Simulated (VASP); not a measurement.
Set up this calculation in VASP 6.6.1, as the native input.

- Task: relaxation of cell and atoms
- Functional: PBE
- Potentials or basis: VASP PAW PBE potentials, release 64 (Zn, C)
- Cutoff: 600 eV
- k mesh: 8 × 8 × 8
- Occupations: gaussian, width 0.02 eV
- Spin: no spin polarisation
- Dipole correction: no
- Further INCAR settings: ALGO = Normal; EDIFF = 1e-06; IBRION = 2; EDIFFG = -0.005; NSW = 100; ISIF = 3

The structure of ZnC2 lies in POSCAR:

```
ZnC2
1.0
   -2.1139906330      2.1139906330      2.5183854142
    2.1139906330     -2.1139906330      2.5183854142
    2.1139906330      2.1139906330     -2.5183854142
Zn C
1 2
Direct
    0.0000000000      0.0000000000      0.0000000000
    0.6231737840      0.6231737840      0.0000000000
    0.3768262160      0.3768262160      0.0000000000
```

The cell comes from a database or a generator and needn't be the stable form of this composition.

One way to write it, as run:

INCAR

```
SYSTEM = ZnC2
PREC = Accurate
ENCUT = 600
EDIFF = 1E-6
ISMEAR = 0
SIGMA = 0.02
LREAL = .FALSE.
LASPH = .TRUE.
NELM = 80
ALGO = Normal
ISIF = 3
LWAVE = .FALSE.
LCHARG = .FALSE.
GGA = PE
IBRION = 2
NSW = 100
EDIFFG = -0.005
```

KPOINTS

```
Automatic mesh
0
G
  8 8 8
  0 0 0
```

Potentials or basis: VASP PAW PBE potentials, release 64 (Zn, C).

Launch:

```console
$ cat potpaw_PBE.64/Zn/POTCAR potpaw_PBE.64/C/POTCAR > POTCAR
$ mpirun -np 1 vasp_std > vasp.out
```

Results of the run:

| Quantity | Value |
| --- | --- |
| Relaxed volume | 15.28 Å³/atom |
| Relaxed cell | a = 3.930 Å, b = 3.930 Å, c = 3.930 Å, α = 114.26°, β = 114.26°, γ = 100.26° |
| Space group after relaxing (to 0.05 Å) | I4/mmm (No. 139) |
| Energy gained by relaxing | 0.3 meV/atom |
| Ionic steps | 19 |
| Pressure after relaxing | 0.0 GPa |
| Band gap on the k mesh | 3.71 eV, indirect (least direct gap 3.99 eV) |

Caveat: the standard files for N, O and F lose accuracy on very short bonds.

Run time: 110 s on 1 thread of Intel(R) Xeon(R) 6975P-C (Granite Rapids), with other jobs on the host, peak memory 0.21 GiB.
